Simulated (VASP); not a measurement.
Energy against volume of Os (hcp). Level of theory: PBE GGA, VASP's PBE PAW potentials (set 64) (plane waves; VASP). Numerical set-up: 520 eV cut-off, 15×15×9 Γ-centred mesh, first-order Methfessel-Paxton smearing of 0.10 eV, potentials Os.

Shape and ions are relaxed at each volume.

| V (Å³/atom) | E (eV/atom) |
|---|---|
| 13.416 | -11.17856 |
| 13.844 | -11.23476 |
| 14.272 | -11.25205 |
| 14.700 | -11.23680 |

Problem. Fit these four points and predict the energy of the run at 15.128 Å³/atom.

Solution. A cubic in V^(−2/3), the third-order Birch-Murnaghan form, passes through the four points with V0 = 14.27 Å³/atom and B0 = 405 GPa, and gives -11.1943 eV/atom there. The run gave -11.1943 eV/atom, -0.0 meV/atom from the fit; all five points give B0 = 405 GPa.

The compound is Os in the hcp structure. It was relaxed first.
